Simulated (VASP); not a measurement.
Level of theory: AM05 GGA, VASP's PBE PAW potentials (set 64) (plane waves; VASP).

The input files of a VASP run:

**POSCAR**
```
MgB2
1.0
  1.5357897417  -2.6600653736   0.0000000000
  1.5357897417   2.6600653736   0.0000000000
  0.0000000000   0.0000000000   3.4711617416
Mg B
1 2
Direct
  0.0000000000   0.0000000000   0.0000000000
  0.3333330000   0.6666670000   0.5000000000
  0.6666670000   0.3333330000   0.5000000000
```

INCAR:
```
ISMEAR = 1   # Methfessel-Paxton
EDIFFG = -0.01
ISIF = 4   # ions and shape, fixed volume
SYSTEM = MgB2
NELM = 100   # most electronic steps
EDIFF = 1E-7
LASPH = .True.   # aspherical one-centre terms
GGA = AM   # AM05
NSW = 30
IBRION = 2   # conjugate gradients
LWAVE = .False.
LREAL = .False.   # projection in real space or not
ALGO = Normal
PREC = Accurate
LCHARG = .False.
SIGMA = 0.1   # width (eV)
ENCUT = 520   # plane-wave cut-off (eV)
```

KPOINTS:
```
Automatic mesh
0
Gamma
11 11 9
0 0 0
```

POTCAR, in this order: Mg B (PBE.64 set). Program: vasp_std.

The run wrote:

File OUTCAR:
```
 ion  position               nearest neighbor table
   1  0.000  0.000  0.000-   2 2.48   3 2.48   2 2.48   3 2.48   3 2.48   3 2.48   2 2.48   2 2.48
                             3 2.48   3 2.48   2 2.48   2 2.48
   2  0.333  0.667  0.500-   3 1.77   3 1.77   3 1.77   1 2.48   1 2.48   1 2.48   1 2.48   1 2.48
                             1 2.48
   3  0.667  0.333  0.500-   2 1.77   2 1.77   2 1.77   1 2.48   1 2.48   1 2.48   1 2.48   1 2.48
                             1 2.48
  LATTYP: Found a hexagonal cell.
 ALAT       =     3.0715790601
 C/A-ratio  =     1.1300903130
 Subroutine PRICEL returns:
 Original cell was already a primitive cell.
 Subroutine GETGRP returns: Found 24 space group operations
The static configuration has the point symmetry D_6h.
The dynamic configuration has the point symmetry D_6h.
 Subroutine INISYM returns: Found 24 space group operations
 Subroutine IBZKPT returns following result:
 Found     80 irreducible k-points:

 Following reciprocal coordinates:
            Coordinates               Weight
  0.000000  0.000000  0.000000      1.000000
  0.090909 -0.000000  0.000000      6.000000
  0.181818 -0.000000  0.000000      6.000000
  0.272727  0.000000  0.000000      6.000000
  0.363636 -0.000000  0.000000      6.000000
  0.454545  0.000000  0.000000      6.000000
  0.090909  0.090909  0.000000      6.000000
  0.181818  0.090909  0.000000     12.000000
  0.272727  0.090909  0.000000     12.000000
  0.363636  0.090909  0.000000     12.000000
  0.454545  0.090909  0.000000      6.000000
  0.181818  0.181818  0.000000      6.000000
  0.272727  0.181818  0.000000     12.000000
  0.363636  0.181818  0.000000     12.000000
  0.272727  0.272727  0.000000      6.000000
  0.363636  0.272727  0.000000      6.000000
  0.000000  0.000000  0.111111      2.000000
  0.090909 -0.000000  0.111111     12.000000
  0.181818 -0.000000  0.111111     12.000000
...
```

File OSZICAR:
```
       N       E                     dE             d eps       ncg     rms          rms(c)
DAV:   1     0.595123946792E+01    0.59512E+01   -0.39601E+03  1344   0.842E+02
DAV:   2    -0.171434017973E+02   -0.23095E+02   -0.21956E+02  1840   0.109E+02
DAV:   3    -0.174662184105E+02   -0.32282E+00   -0.32063E+00  1744   0.157E+01
DAV:   4    -0.174665661965E+02   -0.34779E-03   -0.34779E-03  1896   0.494E-01
DAV:   5    -0.174665664270E+02   -0.23048E-06   -0.23045E-06  1712   0.103E-02    0.514E+00
DAV:   6    -0.161800680646E+02    0.12865E+01   -0.20866E+00  1400   0.786E+00    0.249E+00
DAV:   7    -0.159582172887E+02    0.22185E+00   -0.11201E+00  1560   0.571E+00    0.749E-01
DAV:   8    -0.159577022162E+02    0.51507E-03   -0.16018E-01  1432   0.246E+00    0.441E-01
DAV:   9    -0.159469471749E+02    0.10755E-01   -0.35903E-02  1400   0.105E+00    0.499E-02
DAV:  10    -0.159469830286E+02   -0.35854E-04   -0.13773E-03  1848   0.263E-01    0.312E-02
DAV:  11    -0.159469419886E+02    0.41040E-04   -0.27788E-04  1424   0.966E-02    0.520E-03
DAV:  12    -0.159469402039E+02    0.17847E-05   -0.95749E-06  1472   0.210E-02    0.870E-04
DAV:  13    -0.159469402292E+02   -0.25267E-07   -0.15336E-07  1824   0.323E-03
   1 F= -.15946940E+02 E0= -.15947069E+02  d E =-.159469E+02
       N       E                     dE             d eps       ncg     rms          rms(c)
DAV:   1    -0.159515874350E+02   -0.46472E-02   -0.72324E-02  1776   0.209E+00    0.160E-01
DAV:   2    -0.159499859198E+02    0.16015E-02   -0.33999E-03  1752   0.377E-01    0.686E-02
DAV:   3    -0.159496826469E+02    0.30327E-03   -0.12527E-03  1560   0.195E-01    0.147E-02
DAV:   4    -0.159496764450E+02    0.62019E-05   -0.42591E-05  1480   0.510E-02    0.407E-03
DAV:   5    -0.159496753562E+02    0.10888E-05   -0.45825E-06  1616   0.124E-02    0.512E-04
DAV:   6    -0.159496753811E+02   -0.24826E-07   -0.73484E-08  1368   0.240E-03
   2 F= -.15949675E+02 E0= -.15949701E+02  d E =-.273515E-02
       N       E                     dE             d eps       ncg     rms          rms(c)
DAV:   1    -0.159499178019E+02   -0.24245E-03   -0.49919E-03  1768   0.549E-01    0.426E-02
DAV:   2    -0.159498064136E+02    0.11139E-03   -0.23971E-04  1776   0.997E-02    0.177E-02
DAV:   3    -0.159497868847E+02    0.19529E-04   -0.78834E-05  1552   0.490E-02    0.389E-03
DAV:   4    -0.159497864826E+02    0.40214E-06   -0.26803E-06  1528   0.129E-02    0.919E-04
DAV:   5    -0.159497864360E+02    0.46629E-07   -0.23679E-07  1504   0.285E-03
   3 F= -.15949786E+02 E0= -.15949843E+02  d E =-.284621E-02
```

### OUTCAR
```
------------------------ aborting loop because EDIFF is reached ----------------------------------------
  FORCE on cell =-STRESS in cart. coord.  units (eV):
  Direction    XX          YY          ZZ          XY          YZ          ZX
  --------------------------------------------------------------------------------------
  Total        0.0660328      0.0660327      0.0553592      0.0000000     -0.0000000      0.0000000
  in kB        3.7302769      3.7302755      3.1273148      0.0000000     -0.0000000      0.0000000
  external PRESSURE =       3.5292890 kB  Pullay stress =       0.0000000 kB
  volume of cell :       28.36
      direct lattice vectors                 reciprocal lattice vectors
     1.528985102 -2.648279399 -0.000000000     0.327014305 -0.188801831 -0.000000000
     1.528985102  2.648279399  0.000000000     0.327014305  0.188801831  0.000000000
     0.000000000 -0.000000000  3.502126804    -0.000000000 -0.000000000  0.285540775
 POSITION                                       TOTAL-FORCE (eV/Angst)
 -----------------------------------------------------------------------------------
      0.00000     -0.00000     -0.00000         0.000000     -0.000000      0.000000
      1.52899      0.88276      1.75106         0.000000     -0.000000     -0.000000
      1.52899     -0.88276      1.75106        -0.000000      0.000000      0.000000
 -----------------------------------------------------------------------------------
    total drift:                                0.000000     -0.000000      0.000000
  FREE ENERGIE OF THE ION-ELECTRON SYSTEM (eV)
  ---------------------------------------------------
  free  energy   TOTEN  =       -15.9497864360 eV

  energy  without entropy=      -15.9499554225  energy(sigma->0) =      -15.94984276

 reached required accuracy - stopping structural energy minimisation
```
(Selected blocks of OUTCAR.)

File CONTCAR:
```
MgB2
   1.00000000000000
     1.5289851020746010   -2.6482793992918747   -0.0000000000000000
     1.5289851020746010    2.6482793992918747    0.0000000000000000
     0.0000000000000000   -0.0000000000000000    3.5021268035059245
  Mg              B
     1     2
Direct
     0.0000000000000000    0.0000000000000000    0.0000000000000000
     0.3333330000000032    0.6666669999999968    0.5000000000000000
     0.6666669999999968    0.3333330000000032    0.5000000000000000
```

The compound is MgB2 in the AlB2 type structure. This run relaxes it. Symmetry was kept, so distortions that lower it aren't found.
